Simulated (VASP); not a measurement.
Calculation: r2SCAN meta-GGA, VASP's PBE PAW potentials (set 64) (plane waves; VASP).

A VASP calculation is set up with these files.

### INCAR
```
SYSTEM=VSi
PREC=Accurate; ENCUT=400; LREAL=F
LASPH=T
EDIFF=1E-6; NELM=100; ALGO=Normal
LMAXMIX=4; LMIXTAU=T
ISMEAR=1; SIGMA=0.1
METAGGA=R2SCAN
MAGMOM=-0.2 -0.0
ISPIN=2
IBRION=2; NSW=60; ISIF=3
EDIFFG=-0.01
LWAVE=F; LCHARG=F; LORBIT=10
```

**POSCAR**
```
VSi
1.0
  2.9511600858   0.0000000000   0.0000000000
  0.0000000000   2.9511600858   0.0000000000
  0.0000000000   0.0000000000   2.9511600858
V Si
1 1
Cartesian
  0.0000000000   0.0000000000   0.0000000000
  1.4755800429   1.4755800429   1.4755800429
```

### KPOINTS
```
Automatic mesh
0
Gamma
11 11 11
0 0 0
```

POTCAR, in this order: V_sv Si (PBE.64 set). Program: vasp_std.

The run wrote:

**OUTCAR**
```
 ion  position               nearest neighbor table
   1  0.000  0.000  0.000-   2 2.56   2 2.56   2 2.56   2 2.56   2 2.56   2 2.56   2 2.56   2 2.56
  LATTYP: Found a simple cubic cell.
 ALAT       =     2.9511600858
 Subroutine PRICEL returns:
 Original cell was already a primitive cell.
 Subroutine GETGRP returns: Found 48 space group operations
The static configuration has the point symmetry O_h .
The dynamic configuration has the point symmetry O_h .
The overall configuration has the point symmetry O_h .
 Subroutine INISYM returns: Found 48 space group operations
 Subroutine IBZKPT returns following result:
 Found     56 irreducible k-points:

 Following reciprocal coordinates:
            Coordinates               Weight
  0.000000  0.000000  0.000000      1.000000
  0.090909  0.000000  0.000000      6.000000
  0.181818  0.000000  0.000000      6.000000
  0.272727  0.000000  0.000000      6.000000
  0.363636  0.000000  0.000000      6.000000
  0.454545  0.000000  0.000000      6.000000
  0.090909  0.090909  0.000000     12.000000
  0.181818  0.090909  0.000000     24.000000
  0.272727  0.090909  0.000000     24.000000
...
```

### OSZICAR
```
       N       E                     dE             d eps       ncg     rms          rms(c)
DAV:   1     0.889544488274E+02    0.88954E+02   -0.77990E+03  2688   0.122E+03
DAV:   2    -0.252484595726E+02   -0.11420E+03   -0.11161E+03  2716   0.362E+02
DAV:   3    -0.286438448067E+02   -0.33954E+01   -0.31414E+01  3412   0.601E+01
DAV:   4    -0.286900594399E+02   -0.46215E-01   -0.46089E-01  2956   0.711E+00
DAV:   5    -0.286907728445E+02   -0.71340E-03   -0.71328E-03  3356   0.860E-01    0.252E+01
DAV:   6    -0.237853331756E+02    0.49054E+01   -0.30180E+01  3332   0.703E+01    0.839E+00
DAV:   7    -0.230700692094E+02    0.71526E+00   -0.74105E+00  3172   0.323E+01    0.491E+00
DAV:   8    -0.230557819839E+02    0.14287E-01   -0.21710E-01  3084   0.423E+00    0.138E+00
DAV:   9    -0.230441551410E+02    0.11627E-01   -0.53017E-02  2908   0.347E+00    0.520E-01
DAV:  10    -0.230444039693E+02   -0.24883E-03   -0.25207E-02  2840   0.224E+00    0.156E-01
DAV:  11    -0.230430579526E+02    0.13460E-02   -0.89461E-03  2752   0.111E+00    0.998E-02
DAV:  12    -0.230472485279E+02   -0.41906E-02   -0.20528E-03  2780   0.535E-01    0.322E-02
DAV:  13    -0.230475004965E+02   -0.25197E-03   -0.21747E-04  3032   0.170E-01    0.163E-02
DAV:  14    -0.230475017407E+02   -0.12442E-05   -0.41023E-05  2980   0.840E-02    0.138E-02
DAV:  15    -0.230475237622E+02   -0.22021E-04   -0.58482E-05  3112   0.713E-02    0.126E-02
DAV:  16    -0.230475232399E+02    0.52232E-06   -0.47403E-05  3196   0.647E-02    0.126E-02
DAV:  17    -0.230475307464E+02   -0.75065E-05   -0.49003E-06  2988   0.217E-02    0.100E-02
DAV:  18    -0.230475379870E+02   -0.72405E-05   -0.83993E-05  3068   0.788E-02    0.767E-03
DAV:  19    -0.230475400346E+02   -0.20476E-05   -0.24728E-06  2604   0.218E-02    0.206E-03
DAV:  20    -0.230475402188E+02   -0.18420E-06   -0.83045E-07  1484   0.888E-03
   1 F= -.23047540E+02 E0= -.23047701E+02  d E =-.230475E+02  mag=    -0.0011
       N       E                     dE             d eps       ncg     rms          rms(c)
DAV:   1    -0.230489809007E+02   -0.14409E-02   -0.27924E-02  2960   0.269E+00    0.425E-01
DAV:   2    -0.230479497996E+02    0.10311E-02   -0.15252E-02  3096   0.150E+00    0.193E-01
DAV:   3    -0.230475560202E+02    0.39378E-03   -0.18571E-03  3068   0.504E-01    0.367E-02
DAV:   4    -0.230475382743E+02    0.17746E-04   -0.86359E-05  2952   0.746E-02    0.119E-02
DAV:   5    -0.230475364329E+02    0.18414E-05   -0.15996E-05  3020   0.539E-02    0.103E-02
DAV:   6    -0.230475317925E+02    0.46404E-05   -0.13957E-05  2796   0.450E-02    0.273E-03
DAV:   7    -0.230475391879E+02   -0.73954E-05   -0.61430E-06  2712   0.273E-02    0.112E-03
DAV:   8    -0.230475390777E+02    0.11014E-06   -0.83171E-08  1356   0.362E-03
   2 F= -.23047539E+02 E0= -.23047709E+02  d E =0.114106E-05  mag=    -0.0006
       N       E                     dE             d eps       ncg     rms          rms(c)
DAV:   1    -0.230479600521E+02   -0.42086E-03   -0.77269E-03  2976   0.141E+00    0.224E-01
DAV:   2    -0.230476770684E+02    0.28298E-03   -0.42829E-03  3120   0.795E-01    0.102E-01
DAV:   3    -0.230475650086E+02    0.11206E-03   -0.52144E-04  3088   0.267E-01    0.192E-02
DAV:   4    -0.230475601865E+02    0.48221E-05   -0.24682E-05  2976   0.393E-02    0.641E-03
DAV:   5    -0.230475589027E+02    0.12838E-05   -0.48639E-06  3004   0.296E-02    0.544E-03
DAV:   6    -0.230475565421E+02    0.23606E-05   -0.39505E-06  2720   0.240E-02    0.147E-03
DAV:   7    -0.230475584431E+02   -0.19010E-05   -0.17464E-06  2184   0.147E-02    0.631E-04
DAV:   8    -0.230475585402E+02   -0.97138E-07   -0.38973E-08  1368   0.223E-03
   3 F= -.23047559E+02 E0= -.23047724E+02  d E =-.183215E-04  mag=    -0.0003
```

**OUTCAR**
```
------------------------ aborting loop because EDIFF is reached ----------------------------------------
  FORCE on cell =-STRESS in cart. coord.  units (eV):
  Direction    XX          YY          ZZ          XY          YZ          ZX
  --------------------------------------------------------------------------------------
  Total       -0.0019425     -0.0019425     -0.0019425      0.0000000     -0.0000000     -0.0000000
  in kB       -0.1212151     -0.1212151     -0.1212151      0.0000000     -0.0000000     -0.0000000
  external PRESSURE =      -0.1212151 kB  Pullay stress =       0.0000000 kB
  volume of cell :       25.68
      direct lattice vectors                 reciprocal lattice vectors
     2.950111607  0.000000000 -0.000000000     0.338970227 -0.000000000 -0.000000000
     0.000000000  2.950111607 -0.000000000    -0.000000000  0.338970227 -0.000000000
     0.000000000  0.000000000  2.950111607     0.000000000  0.000000000  0.338970227
 POSITION                                       TOTAL-FORCE (eV/Angst)
 -----------------------------------------------------------------------------------
      0.00000      0.00000      0.00000        -0.000000     -0.000000      0.000000
      1.47506      1.47506      1.47506         0.000000      0.000000      0.000000
 -----------------------------------------------------------------------------------
    total drift:                               -0.000000      0.000000      0.000000
  FREE ENERGIE OF THE ION-ELECTRON SYSTEM (eV)
  ---------------------------------------------------
  free  energy   TOTEN  =       -23.0475585402 eV

  energy  without entropy=      -23.0480537966  energy(sigma->0) =      -23.04772363

 total charge

# of ion       s       p       d       tot
------------------------------------------
    1        2.263   6.211   3.194  11.668
    2        0.748   0.918   0.000   1.666
--------------------------------------------------
tot          3.012   7.129   3.194  13.334

 magnetization (x)

# of ion       s       p       d       tot
------------------------------------------
    1       -0.000  -0.000  -0.000  -0.000
    2        0.000  -0.000   0.000  -0.000
--------------------------------------------------
tot         -0.000  -0.000  -0.000  -0.000

 reached required accuracy - stopping structural energy minimisation
```
(Selected blocks of OUTCAR.)

CONTCAR:
```
VSi
   1.00000000000000
     2.9501116074077904    0.0000000000000000   -0.0000000000000000
     0.0000000000000000    2.9501116074077904   -0.0000000000000000
     0.0000000000000000    0.0000000000000000    2.9501116074077904
  V               Si
     1     1
Direct
     0.0000000000000000    0.0000000000000000    0.0000000000000000
     0.5000000000000000    0.5000000000000000    0.5000000000000000
```

The structure was generated: VSi was put into the CsCl type type (Pm-3m), which need not be its known phase. This run relaxes it. Symmetry was kept, so distortions that lower it aren't found. The start is the result of an earlier pass.
